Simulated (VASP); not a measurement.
These are LDA (Ceperley-Alder, Perdew-Zunger), VASP's LDA PAW potentials (set 64) (plane waves; VASP 6.6.1) values and carry that method's errors.

Input for VASP

KPOINTS:
```
Regular mesh
0
G
 3 3 4
```

**INCAR**
```
SYSTEM = SnCl2
PREC = Accurate; ENCUT = 300; LREAL = .FALSE.
LASPH = .TRUE.
EDIFF = 1E-6; NELM = 100; ALGO = Normal
LMAXMIX = 4
ISMEAR = -1; SIGMA = 0.136
ISIF = 2
LWAVE = .FALSE.; LCHARG = .FALSE.
```

File POSCAR:
```
SnCl2
1
    4.9515920000     0.0000000000     0.0000000000
    0.0000000000     6.0433790000     0.0000000000
    0.0000000000     0.0000000000     3.7726840000
Sn Cl
2 4
Direct
  0.0000000000   0.0000000000   0.0000000000
  0.5000000000   0.5000000000   0.5000000000
  0.2004000000   0.3787000000   0.0000000000
  0.7004000000   0.1213000000   0.5000000000
  0.2996000000   0.8787000000   0.5000000000
  0.7996000000   0.6213000000   0.0000000000
```

POTCAR, in this order: Sn_d Cl (LDA.64 set). Program: vasp_std.

Output

OSZICAR:
```
       N       E                     dE             d eps       ncg     rms          rms(c)
DAV:   1     0.521894684010E+03    0.52189E+03   -0.19830E+04   824   0.159E+03
DAV:   2     0.641484341465E+02   -0.45775E+03   -0.44873E+03   840   0.453E+02
DAV:   3    -0.148603764937E+02   -0.79009E+02   -0.76958E+02   966   0.172E+02
DAV:   4    -0.188704334036E+02   -0.40101E+01   -0.39964E+01   935   0.424E+01
DAV:   5    -0.190031451761E+02   -0.13271E+00   -0.13254E+00  1160   0.764E+00    0.244E+01
DAV:   6    -0.184865564962E+02    0.51659E+00   -0.11018E+00  1101   0.603E+00    0.144E+01
DAV:   7    -0.184451319049E+02    0.41425E-01   -0.58126E-01   975   0.368E+00    0.159E+00
DAV:   8    -0.184289730152E+02    0.16159E-01   -0.11892E-01  1084   0.228E+00    0.329E-01
DAV:   9    -0.184290093367E+02   -0.36322E-04   -0.49622E-03  1080   0.561E-01    0.164E-01
DAV:  10    -0.184290332612E+02   -0.23925E-04   -0.37436E-04  1150   0.124E-01    0.528E-02
DAV:  11    -0.184290344298E+02   -0.11686E-05   -0.32294E-05  1000   0.381E-02    0.172E-02
DAV:  12    -0.184290347197E+02   -0.28991E-06   -0.20220E-06   679   0.990E-03
   1 F= -.18429035E+02 E0= -.18421487E+02  d E =-.150948E-01
```

OUTCAR:
```
------------------------ aborting loop because EDIFF is reached ----------------------------------------
  FORCE on cell =-STRESS in cart. coord.  units (eV):
  Direction    XX          YY          ZZ          XY          YZ          ZX
  --------------------------------------------------------------------------------------
  Total       29.7442636     26.5202298     22.4494290     -0.0000000      0.0000000      0.0000000
  in kB      422.1226831    376.3680522    318.5963289     -0.0000000      0.0000000      0.0000000
  external PRESSURE =     372.3623547 kB  Pullay stress =       0.0000000 kB
  volume of cell :      112.90
      direct lattice vectors                 reciprocal lattice vectors
     4.951592000  0.000000000  0.000000000     0.201955250  0.000000000  0.000000000
     0.000000000  6.043379000  0.000000000     0.000000000  0.165470344  0.000000000
     0.000000000  0.000000000  3.772684000     0.000000000  0.000000000  0.265063281
 POSITION                                       TOTAL-FORCE (eV/Angst)
 -----------------------------------------------------------------------------------
      0.00000      0.00000      0.00000         0.000000     -0.000000      0.000000
      2.47580      3.02169      1.88634         0.000000     -0.000000      0.000000
      0.99230      2.28863      0.00000         1.084750     -1.168148     -0.000000
      3.46810      0.73306      1.88634         1.084750      1.168148     -0.000000
      1.48350      5.31032      1.88634        -1.084750     -1.168148      0.000000
      3.95929      3.75475      0.00000        -1.084750      1.168148      0.000000
 -----------------------------------------------------------------------------------
    total drift:                                0.000000      0.000000      0.000000
  FREE ENERGIE OF THE ION-ELECTRON SYSTEM (eV)
  ---------------------------------------------------
  free  energy   TOTEN  =       -18.4290347197 eV

  energy  without entropy=      -18.4139399399  energy(sigma->0) =      -18.42148733
```
(Selected blocks of OUTCAR.)

At this cut-off the stress carries a Pulay error, which pulls relaxed volumes low.

The structure was generated: SnCl2 was put into an ordered model structure, which need not be its known phase. The cell was not relaxed at this level. The k-mesh is coarse (spacing up to 0.42 per Å, 2π included), so the numbers may not be converged in it. The run is one of a series of settings (GGA removed, POTCAR Sn_d Cl (LDA.64 set) against the base run), some of them coarse on purpose.
